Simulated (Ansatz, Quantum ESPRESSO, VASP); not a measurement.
# ScTaN: programs and potentials compared

```
Ta Sc N
1.0
     3.08507    0.00000    0.00000
    -1.54253    2.67175    0.00000
     0.00000    0.00000   10.34014
Ta Sc N
2 2 2
Direct
  0.33333 0.66667 0.24563
  0.66667 0.33333 0.75437
  0.00000 0.00000 0.00000
  0.00000 0.00000 0.50000
  0.33333 0.66667 0.62984
  0.66667 0.33333 0.37016
```

The cell comes from a database or a generator and needn't be the stable form of this composition.

Alike in all runs: task single point; functional PBE; k mesh 10 × 10 × 3; occupations fermi-dirac, width 0.05 eV; no spin polarisation; no spin-orbit coupling. Pressure is positive in compression and, in plane waves, holds the error of the finite cutoff, which Ansatz's Pulay term estimates and takes out.

```json
{"program and potentials": "Ansatz, Ansatz PAW", "plane-wave cutoff (eV)": "420", "notes": "9.67 valence electrons an atom on average; Pulay term of +0.25 GPa included", "pressure (GPa)": "-0.52"}
{"program and potentials": "VASP, PBE PAW files N, Sc_sv, Ta_pv, 520 eV", "plane-wave cutoff (eV)": "520", "notes": "9 valence electrons an atom on average", "pressure (GPa)": "-0.05"}
{"program and potentials": "Quantum ESPRESSO, SSSP 1.3 efficiency PBE", "plane-wave cutoff (eV)": "816", "notes": "9.67 valence electrons an atom on average", "pressure (GPa)": "-0.52"}
```

Force on atom 5 (N), eV/Å:

```tsv
program and potentials	x	y	z
Ansatz, Ansatz PAW	0.000	0.000	-0.025
Quantum ESPRESSO, SSSP 1.3 efficiency PBE	0.000	0.000	0.005
```

The pressure spans -0.52 (Quantum ESPRESSO, SSSP 1.3 efficiency PBE) to -0.05 GPa (VASP, PBE PAW files N, Sc_sv, Ta_pv, 520 eV).

Differences between rows come from potentials, basis sets and numerical settings, since the functional is the same but for its coding. Runs on potential files found faulty are left out.
